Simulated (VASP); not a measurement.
```xyz
2
Lattice="1.4750 -2.5548 0.0000 1.4750 2.5548 0.0000 0.0000 0.0000 4.6800" Properties=species:S:1:pos:R:3 pbc="T T T"
Ti     1.4750     0.8516     1.1700
Ti     1.4750    -0.8516     3.5100
```

The numbers are results of MS2 meta-GGA, VASP's PBE PAW potentials (set 64) (plane waves; VASP), not measurements. Run with 520 eV cut-off, 13×13×7 Γ-centred mesh, first-order Methfessel-Paxton smearing of 0.10 eV, potentials Ti_sv.

Energy and stress use the plane-wave basis of the starting cell.

Task: The ions, cell shape and volume are relaxed. Predict the relaxed structure.

Result: 
```xyz
2
Lattice="1.4632 -2.5344 0.0000 1.4632 2.5344 0.0000 0.0000 0.0000 4.6309" Properties=species:S:1:pos:R:3 pbc="T T T"
Ti     1.4632     0.8448     1.1577
Ti     1.4632    -0.8448     3.4732
```
Space group P6_3/mmc (194), at a tolerance of 0.03 Å.

Task: How do energy and volume change from the first to the last step?

Result: The energy (σ→0) changes by -4.1 meV/atom and the volume by -2.6 %, in 6 ionic steps.

The compound is Ti in the hcp structure. This run relaxes it. Symmetry was kept, so distortions that lower it aren't found.
